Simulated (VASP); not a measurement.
# A VASP study of P2W (rev-vdW-DF2): structure first, properties next

Aim: relax P2W with rev-vdW-DF2, compute its properties on that cell and hold them against experiment. The steps: full relaxation (rev-vdW-DF2), second relaxation, single point with fields (rev-vdW-DF2), bands along the symmetry lines (rev-vdW-DF2), density of states (rev-vdW-DF2), zone-centre phonons (rev-vdW-DF2), field gradients at the nuclei (rev-vdW-DF2), independent-particle dielectric function (rev-vdW-DF2) and relaxing the atoms (rev-vdW-DF2), changed input. The start is a cell from a database of measured crystal structures.

Method: rev-vdW-DF2; plane waves and PAW (P, W), in VASP 6.6.1.

The experiments to compare with:

“Extremely large magnetoresistance in topologically trivial semimetal alpha-WP2” (2018, arxiv:1804.03879) reports for WP2, alpha, monoclinic OsGe2-type, by single-crystal X-ray diffraction (crystal grown by iodine chemical vapour transport): lattice constant a (a of monoclinic C2/m cell) 8.49 ± 0.001 Å; lattice constant b (b of monoclinic C2/m cell) 3.1615 ± 0.0003 Å; lattice constant c (c of monoclinic C2/m cell) 7.456 ± 0.001 Å.

Most raw output is cut from this account.

## Step 1: Set-up

Before any relaxation, the start is as follows. The structure is monoclinic, space group C2/m (No. 12). The conventional cell has a = 8.500 Å, b = 3.168 Å, c = 7.466 Å, α = 90.00°, β = 119.37°, γ = 90.00°. Nearest to P lie 1 P at 2.19 Å and 3 W at 2.46 to 2.48 Å. Nearest to P lie 5 W at 2.49 to 2.64 Å. W has 8 P at 2.46 to 2.64 Å nearest. Farther neighbours are not listed.

Structure file:

```xyz
6
Lattice="0.0000 -3.1680 0.0000 -4.2500 1.5840 0.0000 -0.5887 1.5840 -6.5066" Properties=species:S:1:pos:R:3 pbc="T T T"
P    -3.7539    0.0000   -6.3498
P    -1.0848    0.0000   -0.1568
P    -1.2017    0.0000   -3.9248
P    -3.6370    0.0000   -2.5818
W    -3.0080    1.5840   -4.5969
W    -1.8307   -1.5840   -1.9097
```

## Step 2: Full relaxation (rev-vdW-DF2)

The start need not lie at this functional's minimum. ISIF = 3 frees volume, shape and positions, and EDIFFG sets the threshold on forces and stress at which the search stops. rev-vdW-DF2 revises the exchange of vdW-DF2 for solids. LUSE_VDW switches on a nonlocal correlation term for dispersion.

INCAR

```
SYSTEM = P2W
PREC = Accurate
ENCUT = 400
EDIFF = 1E-06
NELM = 100
ISMEAR = 0
SIGMA = 0.05
LREAL = .FALSE.
ALGO = Normal
GGA = MK
AGGAC = 0
LUSE_VDW = .TRUE.
PARAM1 = 0.1234
PARAM2 = 0.711357
ZAB_VDW = -1.8867
LASPH = .TRUE.
NBANDS = 22
LORBIT = 11
LWAVE = .FALSE.
LCHARG = .FALSE.
KPAR = 4
IBRION = 2
NSW = 60
ISIF = 3
EDIFFG = -0.01
```

POSCAR

```
P2W
1.0
    0.0000000000     -3.1680000000      0.0000000000
   -4.2500000000      1.5840000000      0.0000000000
   -0.5886594961      1.5840000000     -6.5065921737
P W
4 2
Direct
    0.8620000000      0.7481000000      0.9759000000
    0.1380000000      0.2519000000      0.0241000000
    0.4012000000      0.1992000000      0.6032000000
    0.5988000000      0.8008000000      0.3968000000
    0.1582000000      0.6099000000      0.7065000000
    0.8418000000      0.3901000000      0.2935000000
```

KPOINTS

```
Automatic mesh
0
Gamma
8 8 8
0 0 0
```

The projector-augmented-wave data sets are P and W (PBE family, release 64).

Started as:

```sh
$ mpirun -np 4 vasp_std
```

Elapsed: 9.3 min, on 4 MPI ranks of AMD EPYC 7R43, shared host; peak memory 2 GiB; 37 min of CPU time.

The PAW data sets were made with PBE, which is usual practice but a small mismatch for other functionals. The data set W keeps the semicore shell frozen, which is cheaper and a little less accurate. The run keeps the 4 symmetry operations of its start, so it cannot find a distortion of lower symmetry.

Relaxation path:

| step | energy less that of the first step (eV) | largest force (eV/Å) | pressure (GPa) | volume (Å³) |
| --- | --- | --- | --- | --- |
| 1 | 0.0000 | 0.1185 | 2.26 | 87.60 |
| 2 | 0.0159 | 0.1839 | -3.99 | 90.25 |
| 3 | -0.0068 | 0.0700 | -0.04 | 88.53 |
| 4 | -0.0074 | 0.0324 | -0.02 | 88.55 |
| 5 | -0.0075 | 0.0283 | -0.01 | 88.57 |
| 6 | -0.0076 | 0.0123 | 0.01 | 88.56 |
| 7 | -0.0077 | 0.0104 | 0.01 | 88.55 |
| 8 | -0.0077 | 0.0050 | -0.01 | 88.56 |

| cell as run | before | after | change |
| --- | --- | --- | --- |
| a (Å) | 3.168 | 3.182 | +0.4 % |
| b (Å) | 4.536 | 4.552 | +0.4 % |
| c (Å) | 6.722 | 6.744 | +0.3 % |
| α (°) | 80.54 | 80.47 | -0.1 % |
| β (°) | 103.63 | 103.64 | +0.0 % |
| γ (°) | 110.44 | 110.46 | +0.0 % |
| volume (Å³/atom) | 14.60 | 14.76 | +1.1 % |

The relaxed structure:

```cif
data_structure
_symmetry_space_group_name_H-M 'P 1'
_symmetry_Int_Tables_number 1
_cell_length_a 3.1818
_cell_length_b 4.5519
_cell_length_c 6.7441
_cell_angle_alpha 80.474
_cell_angle_beta 103.644
_cell_angle_gamma 110.457
_cell_volume 88.56
loop_
_atom_site_label
_atom_site_type_symbol
_atom_site_fract_x
_atom_site_fract_y
_atom_site_fract_z
_atom_site_occupancy
P1 P 0.86200 0.74906 0.97494 1
P2 P 0.13800 0.25094 0.02506 1
P3 P 0.40057 0.19893 0.60220 1
P4 P 0.59943 0.80107 0.39780 1
W5 W 0.15806 0.60961 0.70652 1
W6 W 0.84194 0.39039 0.29348 1
```

This step gave:

* electrons: 32
* bands: 22
* irreducible k-points: 150
* symmetry operations: 4
* free energy (TOTEN): -41.68 eV
* energy at zero smearing: -41.68 eV
* Fermi energy: 9.286 eV
* pressure: -0.01365 GPa
* metallic: yes
* SCF cycles over all ionic steps: 48

It ends with a largest force of 0.005 eV/Å and a pressure of -0.01 GPa. The volume lies +1.1 % from that of the database's start.

## Step 3: Second relaxation

A relaxation keeps the plane waves of the cell it began with, so it is repeated from the new cell, on a basis made for it.

INCAR is that of step 2.

POSCAR

```
P2W
1.0
    0.0000000000     -3.1817904227      0.0000000000
   -4.2648654611      1.5908952114     -0.0023169121
   -0.5942634522      1.5908952114     -6.5268136071
P W
4 2
Direct
    0.8620029659      0.7490643294      0.9749416024
    0.1379970341      0.2509356706      0.0250583976
    0.4005650710      0.1989252769      0.6022048652
    0.5994349290      0.8010747231      0.3977951348
    0.1580616582      0.6096052188      0.7065180975
    0.8419383418      0.3903947812      0.2934819025
```

KPOINTS is that of step 2.

Started as:

```sh
$ mpirun -np 4 vasp_std
```

It took 2.2 min on 4 MPI ranks; peak memory 1.9 GiB.

Little changed from the start: no atom moved by 0.005 Å and no cell edge by 0.1 %.

Numbers from this step:

```
pressure                        : -0.01654 GPa
SCF cycles over all ionic steps : 13
```

It ends with a largest force of 0.004 eV/Å and a pressure of -0.02 GPa. The volume moved by under 0.01 %: the run met its threshold at the first step.

## Step 4: Single point with fields (rev-vdW-DF2)

The relaxed cell gets a fresh self-consistent run, on a basis set for its own volume, to fix the density and to check the remaining stress.

INCAR: that of step 3 with these lines changed.

```diff
@@ -19,7 +19,5 @@
 LWAVE = .FALSE.
-LCHARG = .FALSE.
-KPAR = 4
-IBRION = 2
-NSW = 60
-ISIF = 3
-EDIFFG = -0.01
+LCHARG = .TRUE.
+ISIF = 2
+LELF = .TRUE.
+LVHAR = .TRUE.
```

POSCAR is that of step 3.

KPOINTS is that of step 3.

Started as:

```sh
$ mpirun -np 4 vasp_std
```

The job ended after 2.4 min (4 MPI ranks; peak memory 1.1 GiB).

This step gave:

```yaml
scf_cycles: 14
bands: 24
pressure: -0.01464 GPa
```

Valence electrons inside each PAW sphere by angular momentum. Sphere charges, by row:

| atom | s (e) | p (e) | d (e) | tot (e) |
| --- | --- | --- | --- | --- |
| P1 | 1.033 | 1.446 | 0 | 2.479 |
| P2 | 1.033 | 1.446 | 0 | 2.479 |
| P3 | 1.037 | 1.412 | 0 | 2.45 |
| P4 | 1.037 | 1.412 | 0 | 2.45 |
| W5 | 0.562 | 0.684 | 4.422 | 5.668 |
| W6 | 0.562 | 0.684 | 4.422 | 5.668 |

ELF in the ac plane of the conventional cell at fractional y = 0.000, with atoms of P and W within 0.2 Å of it. It is the smooth field of the valence electrons, not physical close to the nuclei.

Ten even steps from '0' (0.00) to '9' (0.89), each cell a mean:
```
986787323310011113553489
789985334310000014765677
689853233210000136887644
465321122222211247886312
321000123565543345652101
210000147887875444320012
210000379967875443210123
210002699547754454200123
221113796336534675211233
332223776565346886311234
443212578863357777422234
333111478743554478521223
232101356446743698410012
231001344458856997200002
221002344468878974100002
210024444457777742000012
211357753233344321001234
323689852111112222124776
666678731000012332358997
886446521100012333489888
995246421110012222576479
```
Columns run along a (8.5 Å), rows up along c (7.5 Å), edges of the conventional cell, whose origin can differ from the input's. Atoms in or near the plane, at fractional coordinates: P at (0.14, 0.03), P at (0.86, 0.97), P at (0.60, 0.40), P at (0.40, 0.60), W at (0.84, 0.29), W at (0.16, 0.71).

Electrostatic potential energy in the ac plane of the conventional cell at fractional y = 0.000, with atoms of P and W within 0.2 Å of it. With pseudopotentials it is smooth inside the atoms' cores, unlike the true potential.

Values in eV, 11 rows by 16 columns, each cell a mean:
```
-15 -52 -43 -10  -1   1   2   3   2   2   1  -3 -37 -80 -63 -14
 -2  -6 -10 -13 -10  -2   2   2   2   2   1  -3 -16 -24  -7   0
 -2 -15 -27 -28 -16  -3  -3  -7  -3   0   0  -1   0   1   2   2
-10 -25 -31 -24  -9 -17 -56 -58 -12  -1   0   1   2   2   2   1
 -9 -16 -15  -7  -9 -59 -82 -49  -5  -1  -2  -2   1   1   1  -1
 -3  -2   0   0  -7 -28 -24  -5  -6 -32 -47 -17  -1  -1  -4  -4
 -3   1   2   2   0  -1  -1  -3 -41 -83 -69 -14  -8 -18 -21 -14
  0   2   3   2   1   0  -1  -5 -36 -46 -16  -8 -22 -32 -28 -13
  2   2   0  -1  -1   0   1   0  -2  -1  -1 -11 -24 -25 -15  -3
 -2  -9 -36 -34  -7   1   2   2   2   2   0  -5  -9  -9 -11  -7
-11 -60 -83 -52  -5   1   2   2   3   2   1   0  -9 -49 -70 -31
```
Columns run along a (8.5 Å; values clipped at the 3rd and 97th percentile), rows up along c (7.5 Å), edges of the conventional cell, whose origin can differ from the input's. Atoms in or near the plane, at fractional coordinates: P at (0.14, 0.03), P at (0.86, 0.97), P at (0.60, 0.40), P at (0.40, 0.60), W at (0.84, 0.29), W at (0.16, 0.71).

Valence density in the ac plane of the conventional cell at fractional y = 0.000, with atoms of P and W within 0.2 Å of it. It is the smooth field of the valence electrons, not physical close to the nuclei.

Values in e/Å³, 11 rows by 16 columns, each cell a mean:
```
0.66 0.64 0.70 0.52 0.27 0.21 0.15 0.08 0.07 0.10 0.12 0.25 0.56 0.20 0.41 0.65
0.31 0.49 0.55 0.49 0.37 0.23 0.13 0.09 0.09 0.10 0.15 0.34 0.63 0.55 0.33 0.21
0.23 0.44 0.65 0.65 0.46 0.29 0.31 0.34 0.31 0.23 0.22 0.28 0.26 0.16 0.09 0.12
0.37 0.60 0.77 0.60 0.48 0.64 0.50 0.57 0.58 0.31 0.24 0.20 0.13 0.09 0.12 0.20
0.36 0.49 0.44 0.33 0.52 0.59 0.08 0.52 0.39 0.30 0.37 0.30 0.16 0.13 0.19 0.26
0.30 0.27 0.20 0.20 0.39 0.60 0.57 0.36 0.36 0.55 0.61 0.52 0.26 0.21 0.28 0.31
0.28 0.20 0.13 0.12 0.22 0.31 0.29 0.37 0.60 0.06 0.46 0.62 0.38 0.48 0.57 0.43
0.21 0.12 0.09 0.12 0.19 0.23 0.27 0.46 0.63 0.54 0.59 0.46 0.59 0.80 0.66 0.42
0.14 0.10 0.18 0.31 0.33 0.23 0.19 0.22 0.24 0.23 0.24 0.38 0.58 0.63 0.47 0.27
0.29 0.37 0.54 0.70 0.44 0.17 0.10 0.08 0.07 0.11 0.20 0.31 0.41 0.56 0.61 0.44
0.72 0.55 0.02 0.52 0.31 0.15 0.11 0.08 0.08 0.12 0.18 0.23 0.45 0.62 0.48 0.75
```
Columns run along a (8.5 Å), rows up along c (7.5 Å), edges of the conventional cell, whose origin can differ from the input's. Atoms in or near the plane, at fractional coordinates: P at (0.14, 0.03), P at (0.86, 0.97), P at (0.60, 0.40), P at (0.40, 0.60), W at (0.84, 0.29), W at (0.16, 0.71).

In this run the pressure is -0.01 GPa, small enough to go on.

## Step 5: Bands along the symmetry lines (rev-vdW-DF2)

Levels along the symmetry lines show where the bands peak and cross; KPOINTS_OPT computes them in the converged potential.

INCAR: that of step 4 with these lines changed.

```diff
@@ -16,8 +16,6 @@
 LASPH = .TRUE.
-NBANDS = 22
+NBANDS = 32
 LORBIT = 11
 LWAVE = .FALSE.
-LCHARG = .TRUE.
-ISIF = 2
-LELF = .TRUE.
-LVHAR = .TRUE.
+LCHARG = .FALSE.
+KPAR = 4
```

POSCAR is that of step 4.

KPOINTS is that of step 4.

KPOINTS_OPT

```
Line mode
16
Line-mode
Reciprocal
  0.00000000   0.00000000  -0.50000000 X
  0.00000000   0.00000000   0.00000000 GAMMA

  0.00000000   0.00000000   0.00000000 GAMMA
  0.00000000  -0.50000000   0.00000000 Y

  0.00000000  -0.50000000  -0.50000000 L
  0.00000000   0.00000000   0.00000000 GAMMA

  0.00000000   0.00000000   0.00000000 GAMMA
 -0.50000000   0.50000000   0.50000000 Z

 -0.50000000   0.50000000   0.00000000 N
  0.00000000   0.00000000   0.00000000 GAMMA

  0.00000000   0.00000000   0.00000000 GAMMA
 -0.50000000   0.00000000   0.50000000 M

 -0.50000000   0.00000000   0.00000000 R
  0.00000000   0.00000000   0.00000000 GAMMA
```

Started as:

```sh
$ mpirun -np 4 vasp_std
```

Elapsed: 3.7 min, on 4 MPI ranks; peak memory 2.1 GiB.

Spin-orbit coupling is off here; with elements this heavy it splits and shifts levels by tenths of an eV or more. The cell is typed on its shortest vectors, so the axes of tensors and the coordinates of k-points follow the printed cell and not the standard setting.

This step gave:

| Property | Result |
| --- | --- |
| bands | 32 |
| pressure | -0.01471 GPa |

Electronic bands along the path, in eV, zero at the Fermi level; # counts the bands kept:

| point | #10 | #11 | #12 | #13 | #14 | #15 | #16 | #17 |
| --- | --- | --- | --- | --- | --- | --- | --- | --- |
| X | -2.93 | -1.56 | -1.45 | -1.10 | 1.40 | 1.64 | 2.06 | 2.21 |
| 0.53 of the way | -2.24 | -2.23 | -1.87 | -0.22 | 0.65 | 0.86 | 1.97 | 3.02 |
| Γ | -2.33 | -2.17 | -1.76 | -0.34 | 0.43 | 0.96 | 1.77 | 2.90 |
| 0.53 of the way | -2.31 | -1.98 | -1.94 | -0.23 | 0.87 | 1.21 | 1.38 | 2.33 |
| Y | -1.98 | -1.88 | -1.05 | -0.48 | 0.62 | 1.04 | 1.14 | 2.23 |
| jump to L | -1.92 | -1.23 | -1.06 | -0.50 | -0.30 | 1.50 | 1.91 | 1.95 |
| 0.47 of the way | -2.19 | -2.01 | -1.96 | 0.01 | 0.57 | 1.05 | 1.40 | 1.83 |
| Γ | -2.33 | -2.17 | -1.76 | -0.34 | 0.43 | 0.96 | 1.77 | 2.90 |
| 0.47 of the way | -3.13 | -2.56 | -2.10 | -0.13 | 0.03 | 1.35 | 2.11 | 2.57 |
| Z | -3.46 | -2.79 | -1.99 | 0.34 | 1.59 | 1.74 | 2.01 | 2.44 |
| jump to N | -3.11 | -2.74 | -1.83 | -0.89 | 0.72 | 1.42 | 2.08 | 2.74 |
| 0.47 of the way | -3.13 | -2.75 | -2.39 | -0.46 | 0.46 | 1.27 | 2.05 | 2.65 |
| Γ | -2.33 | -2.17 | -1.76 | -0.34 | 0.43 | 0.96 | 1.77 | 2.90 |
| 0.53 of the way | -3.13 | -2.75 | -2.39 | -0.46 | 0.46 | 1.27 | 2.05 | 2.65 |
| M | -3.11 | -2.74 | -1.83 | -0.89 | 0.72 | 1.42 | 2.08 | 2.74 |
| jump to R | -3.46 | -2.79 | -1.99 | 0.34 | 1.59 | 1.74 | 2.01 | 2.44 |
| 0.53 of the way | -3.13 | -2.56 | -2.10 | -0.13 | 0.03 | 1.35 | 2.11 | 2.57 |
| Γ | -2.33 | -2.17 | -1.76 | -0.34 | 0.43 | 0.96 | 1.77 | 2.90 |

Of the projections kept (P, W), the largest for each band there; the rest of the weight can lie on other orbitals:

| point | #10 | #11 | #12 | #13 | #14 | #15 | #16 | #17 |
| --- | --- | --- | --- | --- | --- | --- | --- | --- |
| X | W 0.70 | W 0.55 | W 0.67 | W 0.70 | W 0.69 | W 0.56 | W 0.63 | W 0.57 |
| Γ | W 0.63 | W 0.71 | W 0.52 | W 0.95 | W 0.70 | P 0.76 | W 0.57 | W 0.71 |
| Y | P 0.58 | W 0.74 | W 0.81 | W 0.89 | P 0.50 | W 0.66 | P 0.57 | W 0.55 |
| L | P 0.79 | W 0.79 | W 0.77 | W 0.87 | W 0.99 | W 0.61 | P 0.59 | P 0.74 |
| Γ | W 0.63 | W 0.71 | W 0.52 | W 0.95 | W 0.70 | P 0.76 | W 0.57 | W 0.71 |
| Z | W 0.73 | W 0.74 | W 0.63 | W 0.85 | W 0.63 | P 0.69 | W 0.64 | W 0.85 |

There is no gap at this level.

## Step 6: Density of states (rev-vdW-DF2)

Here the states are counted by energy and projected on the atoms. The mesh is finer than in the run before.

INCAR: that of step 5 with these lines changed.

```diff
@@ -5,3 +5,3 @@
 NELM = 100
-ISMEAR = 0
+ISMEAR = -5
 SIGMA = 0.05
@@ -21 +21,2 @@
 KPAR = 4
+NEDOS = 2001
```

POSCAR is that of step 5.

KPOINTS

```
Automatic mesh
0
Gamma
11 11 11
0 0 0
```

Started as:

```sh
$ mpirun -np 4 vasp_std
```

Wall time 3.8 min (4 MPI ranks); peak memory 3.1 GiB.

With tetrahedra the forces and stress of a metal are not exact derivatives of the energy.

This step gave:

| Quantity | Value |
| --- | --- |
| irreducible k-points | 366 |
| Fermi energy | 9.266 eV |
| pressure | -0.02953 GPa |
| DOS at the Fermi level | 1.436 states/eV/cell |

The density of states has structure finer than the step of the table below, so its rows give means over 1 eV, whole bins alone (the curve runs from -12.0 to 3.55 eV). Peaks (eV: height): total -3.3: 6.90, 1.6: 4.88, 2.6: 4.77, 2.9: 5.26; W d -3.5: 2.48, -3.3: 2.77, 2.6: 2.43, 2.9: 2.43; P p -7.1: 1.02, -5.0: 0.892, -3.3: 1.53, -2.4: 1.11; W p -5.8: 0.140, -3.3: 0.414, -2.7: 0.419, -2.4: 0.298; P s -11.8: 0.918, -10.3: 1.08, -5.8: 0.150, 1.6: 0.357.

States under -12.0 eV and over 3.6 eV are left out. Table of density of states by energy, zero at the Fermi level; means over each step; values in states/eV/cell:

| energy (eV) | total | W d | P p | W p | P s | W s |
| --- | --- | --- | --- | --- | --- | --- |
| -11 | 1.62 | 0.156 | 0.0717 | 0.0620 | 0.715 | 0.0450 |
| -10 | 1.44 | 0.173 | 0.0688 | 0.0381 | 0.654 | 0.0319 |
| -9 | 0.447 | 0.0594 | 0.0281 | 0.0139 | 0.199 | 0.0111 |
| -8 | 0.424 | 0.0560 | 0.106 | 0.00812 | 0.00875 | 0.0682 |
| -7 | 2.61 | 0.445 | 0.691 | 0.0850 | 0.0784 | 0.221 |
| -6 | 2.49 | 0.486 | 0.638 | 0.105 | 0.118 | 0.141 |
| -5 | 2.87 | 0.741 | 0.703 | 0.110 | 0.114 | 0.152 |
| -4 | 4.45 | 1.57 | 1.05 | 0.207 | 0.103 | 0.103 |
| -3 | 5.57 | 2.16 | 1.26 | 0.358 | 0.0643 | 0.0561 |
| -2 | 3.23 | 1.37 | 0.744 | 0.168 | 0.0271 | 0.0165 |
| -1 | 1.16 | 0.711 | 0.132 | 0.0192 | 0.0200 | 0.00416 |
| 0 | 1.98 | 1.09 | 0.232 | 0.0555 | 0.0561 | 0.0150 |
| 1 | 2.68 | 1.18 | 0.413 | 0.0572 | 0.177 | 0.0276 |
| 2 | 3.80 | 1.85 | 0.505 | 0.0628 | 0.244 | 0.0661 |
| 3 | 4.15 | 1.89 | 0.701 | 0.0677 | 0.196 | 0.0910 |

The finer mesh and the other smearing move the Fermi level by -0.02 eV from the 8×8×8 run, a small shift, which tests the Fermi level alone. Of the states within 0.3 eV of the Fermi level, the largest shares in the PAW spheres are W d 56 % and P p 11 %. The rest lies in smaller channels or between the spheres.

## Step 7: Zone-centre phonons (rev-vdW-DF2)

Zone-centre modes test whether the atoms sit at a minimum within this cell. IBRION = 6 takes the force constants from differences of forces between displaced cells, so the forces must be tight.

INCAR

```
SYSTEM = P2W
PREC = Accurate
ENCUT = 400
EDIFF = 1E-08
NELM = 100
ISMEAR = 1
SIGMA = 0.2
LREAL = .FALSE.
ALGO = Normal
GGA = MK
AGGAC = 0
LUSE_VDW = .TRUE.
PARAM1 = 0.1234
PARAM2 = 0.711357
ZAB_VDW = -1.8867
LASPH = .TRUE.
NBANDS = 22
LORBIT = 11
LWAVE = .FALSE.
LCHARG = .FALSE.
KPAR = 4
IBRION = 6
NFREE = 2
POTIM = 0.015
ISIF = 2
NSW = 1
```

POSCAR is that of step 6.

KPOINTS

```
Automatic mesh
0
Gamma
10 10 10
0 0 0
```

Started as:

```sh
$ mpirun -np 4 vasp_std
```

It took 43 min on 4 MPI ranks; peak memory 4.2 GiB.

The last energy, forces, stress and levels in OUTCAR belong to the last displaced cell, not to the cell of POSCAR.

Numbers from this step:

- bands: 22
- irreducible k-points: 282
- pressure of the cell: -0.03029 GPa
- largest force of the cell: 0.03018 eV/Å

Modes at Γ, with each element's share of the kinetic energy:

| mode | frequency (cm⁻¹) | symmetry | P % | W % |
| --- | --- | --- | --- | --- |
| 1 | 0.0 | acoustic | 25 | 75 |
| 2 | 0.0 | acoustic | 25 | 75 |
| 3 | 0.0 | acoustic | 25 | 75 |
| 4 | 137.6 | Ag | 7 | 93 |
| 5 | 138.4 | Bg | 7 | 93 |
| 6 | 210.2 | Ag | 4 | 96 |
| 7 | 237.9 | Bu | 92 | 8 |
| 8 | 263.3 | Au | 96 | 4 |
| 9 | 265.6 | Ag | 98 | 2 |
| 10 | 272.5 | Bg | 98 | 2 |
| 11 | 284.5 | Bu | 79 | 21 |
| 12 | 292.6 | Bg | 95 | 5 |
| 13 | 296.8 | Au | 79 | 21 |
| 14 | 373.1 | Bu | 83 | 17 |
| 15 | 374.4 | Ag | 96 | 4 |
| 16 | 383.8 | Bu | 96 | 4 |
| 17 | 405.1 | Ag | 98 | 2 |
| 18 | 481.3 | Ag | 99 | 1 |

Displacements in mode 4 (137.6 cm⁻¹), the largest set to 1:
```
P1   0.00  0.00 -0.30
P2   0.00  0.00  0.30
P3  -0.55  0.00 -0.15
P4   0.55  0.00  0.15
W5  -1.00  0.00 -0.05
W6   1.00  0.00  0.05
```

Displacements in mode 15 (374.4 cm⁻¹), the largest set to 1:
```
P1  -0.09  0.00  1.00
P2   0.09  0.00 -1.00
P3   0.44  0.00 -0.03
P4  -0.44  0.00  0.03
W5  -0.09  0.00 -0.04
W6   0.09  0.00  0.04
```

The three acoustic modes come out at zero, and all others are real. By the characters of their eigenvectors the optical modes sort into (cm⁻¹) Raman active: Ag 138, Bg 138, Ag 210, Ag 266, Bg 273, Bg 293, Ag 374, Ag 405, Ag 481; infrared active: Bu 238, Au 263, Bu 284, Au 297, Bu 373, Bu 384. With a centre of inversion no mode is active in both.

## Step 8: Field gradients at the nuclei (rev-vdW-DF2)

Field gradients probe how far the charge around each nucleus departs from cubic symmetry; LASPH keeps the non-spherical terms inside the spheres.

INCAR: that of step 7 with these lines changed.

```diff
@@ -3,6 +3,6 @@
 ENCUT = 400
-EDIFF = 1E-08
+EDIFF = 1E-07
 NELM = 100
-ISMEAR = 1
-SIGMA = 0.2
+ISMEAR = 0
+SIGMA = 0.05
 LREAL = .FALSE.
@@ -21,6 +21,2 @@
 KPAR = 4
-IBRION = 6
-NFREE = 2
-POTIM = 0.015
-ISIF = 2
-NSW = 1
+LEFG = .TRUE.
```

POSCAR is that of step 7.

KPOINTS

```
Automatic mesh
0
Gamma
8 8 8
0 0 0
```

Started as:

```sh
$ mpirun -np 4 vasp_std
```

Elapsed: 1.9 min, on 4 MPI ranks; peak memory 1.9 GiB; 7.6 min of CPU time.

This step gave:

```yaml
scf_cycles: 15
irreducible_k_points: 150
fermi_energy: 9.286 eV
pressure: -0.01331 GPa
```

Electric field gradients, by row:

| atom | Vxx (V/Å²) | Vyy (V/Å²) | Vzz (V/Å²) | asymmetry |
| --- | --- | --- | --- | --- |
| P1 | 47.16 | 10.14 | -57.3 | 0.646 |
| P2 | 47.16 | 10.14 | -57.3 | 0.646 |
| P3 | 23.43 | 4.028 | -27.46 | 0.707 |
| P4 | 23.43 | 4.028 | -27.46 | 0.707 |
| W5 | -115.4 | -29.45 | 144.8 | 0.593 |
| W6 | -115.4 | -29.45 | 144.8 | 0.593 |

The largest gradient, 144.81 V/Å², sits on W5 and like sites; the stable nuclei of W have no quadrupole moment in their ground state, so NMR and NQR don't see it.

(Part 1 of 2 ends here.)

[Lines on the potential files, build, host, timing and source positions are cut from VASP's logs without a mark.]

[Logs are printed without paths, hosts, clocks, repeated set-up lines and the standing remarks that a program may print on its own settings, such as how far it seeks lower states.]

[Hosts, paths, dates, database ids (printed as entryN), source tags and the programs' standing remarks are cut or masked in the printed files.]

[A measured line is paired with the nearest computed mode of its activity, which favours agreement.]

[In band tables of VASP the shares of atoms and orbitals are scaled to a sum of 1 inside the atoms' spheres.]
